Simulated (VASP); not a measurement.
Data:

```
CELL_PARAMETERS angstrom
      5.03682     0.00000     0.00000
      0.00000     5.03682     0.00000
      0.00000     0.00000     7.02443
ATOMIC_POSITIONS crystal
  Si 0.29795 0.29795 0.00000
  Si 0.79795 0.20205 0.75000
  Si 0.20205 0.79795 0.25000
  Si 0.70205 0.70205 0.50000
  O  0.23955 0.10100 0.17758
  O  0.73955 0.39900 0.57242
  O  0.26045 0.60100 0.07242
  O  0.76045 0.89900 0.67758
  O  0.89900 0.76045 0.32242
  O  0.39900 0.73955 0.42758
  O  0.60100 0.26045 0.92758
  O  0.10100 0.23955 0.82242
```

The numbers are results of PBEsol GGA, VASP's PBE PAW potentials (set 64) (plane waves; VASP 6.6.1), not measurements. Run with 520 eV cut-off, 5×5×4 Γ-centred mesh, tetrahedra with Blöchl corrections, potentials Si O.

The cores are frozen, which limits the accuracy of field gradients.

Q: Give the principal components of the electric field gradient (V/Å²) and the asymmetry η at each nucleus.

A: 
```tsv
atom	Vxx	Vyy	Vzz	η
Si1	-3.0	-0.1	3.1	0.94
Si2	-3.0	-0.1	3.1	0.94
Si3	-3.0	-0.1	3.1	0.94
Si4	-3.0	-0.1	3.1	0.94
O5	-51.9	-38.3	90.2	0.15
O6	-51.9	-38.3	90.2	0.15
O7	-51.9	-38.3	90.2	0.15
O8	-51.9	-38.3	90.2	0.15
O9	-51.9	-38.3	90.2	0.15
O10	-51.9	-38.3	90.2	0.15
O11	-51.9	-38.3	90.2	0.15
O12	-51.9	-38.3	90.2	0.15
```

The compound is SiO2 in the cristobalite structure. It was relaxed first, which changed the volume by +5 %.
